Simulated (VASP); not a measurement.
These are PW91 GGA, VASP's PBE PAW potentials (set 64) (plane waves; VASP 6.6.1) values and carry that method's errors.

VASP ran on this input.

File POSCAR:
```
Ta
1.0
 -1.6500000000   1.6500000000   1.6500000000
  1.6500000000  -1.6500000000   1.6500000000
  1.6500000000   1.6500000000  -1.6500000000
Ta
1
direct
  0.0000000000   0.0000000000   0.0000000000
```

INCAR:
```
SYSTEM = Ta
PREC = Accurate; ENCUT = 520; LREAL = .FALSE.
LASPH = .TRUE.
EDIFF = 1E-6; NELM = 100; ALGO = Normal
LMAXMIX = 6
ISMEAR = 1; SIGMA = 0.1
GGA = 91
IBRION = 2; NSW = 60; ISIF = 3
EDIFFG = -0.01
LWAVE = .FALSE.; LCHARG = .FALSE.
```

KPOINTS:
```
Automatic mesh
0
Gamma
14 14 14
0 0 0
```

POTCAR, in this order: Ta_pv (PBE.64 set). Program: vasp_std.

**Question.** What will the output report for the number of irreducible k-points (NKPTS), largest plane-wave count, number of space-group operations, FFT grid (NGX, NGY, NGZ)?

**Answer.** 
- number of irreducible k-points (NKPTS): 104
- largest plane-wave count: 496
- number of space-group operations: 48
- FFT grid (NGX, NGY, NGZ): 24 × 24 × 24

The compound is Ta in the bcc structure. This run relaxes it. Symmetry was kept, so distortions that lower it aren't found.
